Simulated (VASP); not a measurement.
VASP input:

INCAR:
```
NELM = 100
SYSTEM = BaTiO3
LUSE_VDW = T
ENCUT = 520
CPARAM = 0.0093
METAGGA = R2SCAN
LMAXMIX = 4   ! l cut-off of mixed one-centre charges
BPARAM = 11.95
SIGMA = 0.05
PREC = Accurate
LMIXTAU = T
ISMEAR = 0
EDIFF = 1E-7
LWAVE = F
LCHARG = F
LREAL = F
ISIF = 2   ! forces and stress, cell fixed
LASPH = T   ! aspherical one-centre terms
ALGO = Normal   ! blocked Davidson
```

### POSCAR
```
BaTiO3
1
    3.9582069672     0.0000000000     0.0000000000
    0.0000000000     3.9582069672     0.0000000000
    0.0000000000     0.0000000000     3.9582069672
Ba Ti O
1 1 3
Direct
  0.0000000000   0.0000000000   0.0000000000
  0.5000000000   0.5000000000   0.5000000000
  0.5000000000   0.0000000000   0.5000000000
  0.0000000000   0.5000000000   0.5000000000
  0.5000000000   0.5000000000   0.0000000000
```

**KPOINTS**
```
Automatic mesh
0
G
 6 6 6
```

POTCAR, in this order: Ba_sv Ti_sv O (PBE.64 set). Program: vasp_std.

Question: Write an equivalent input for Ansatz.

Answer: One equivalent input (not run):
Ansatz 0.2 input:
```yaml
crystal:
  lattice:
    - [3.9582070, 0.0000000, 0.0000000]
    - [0.0000000, 3.9582070, 0.0000000]
    - [0.0000000, 0.0000000, 3.9582070]
  atoms:
    - { symbol: Ba, position: [0.0000000, 0.0000000, 0.0000000] }
    - { symbol: Ti, position: [0.5000000, 0.5000000, 0.5000000] }
    - { symbol: O, position: [0.5000000, 0.0000000, 0.5000000] }
    - { symbol: O, position: [0.0000000, 0.5000000, 0.5000000] }
    - { symbol: O, position: [0.5000000, 0.5000000, 0.0000000] }
kpoints:
  mp_grid: { grid: [6, 6, 6] }
hamiltonian:
  xc: r2scan
  dispersion: rvv10
  pseudopotentials: { kind: paw }
scf:
  occupations: { method: gaussian, width: 0.05 }
  max_iter: 100
output: { forces: true, stress: true, eigenvalues: true }
```
What does not carry over: each code has its own PAW files, so the cut-off isn't converted (ENCUT is set for VASP's; basis.ecutwfc is left out, and Ansatz then takes the one that its files recommend); Ansatz stops its SCF on the density residual and VASP on the energy change (EDIFF).

The compound is BaTiO3 in the cubic perovskite structure, the ideal cubic form; the compound distorts at low or room temperature. This cell is one point of a volume scan, at 0.97 of the reference volume.
